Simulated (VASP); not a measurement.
Given:

```
CELL_PARAMETERS angstrom
      0.00000     2.92913     2.92913
      2.92913     0.00000     2.92913
      2.92913     2.92913     0.00000
ATOMIC_POSITIONS crystal
  Pb 0.00000 0.00000 0.00000
  S  0.50000 0.50000 0.50000
```

Calculation: vdW-DF-cx, VASP's PBE PAW potentials (set 64) (plane waves; VASP). Numerical set-up: 520 eV cut-off, 8×8×8 Γ-centred mesh, Gaussian smearing of 0.050 eV, potentials Pb_d S.

### Question
Give the stress tensor in GPa (positive for a compressed cell).

### Answer

```
1.99  0.00  0.00
0.00  1.99  0.00
0.00  0.00  1.99
```
The pressure is its mean diagonal, 1.99 GPa.

The compound is PbS in the rock salt structure. This cell is one point of a volume scan, at 0.97 of the reference volume.
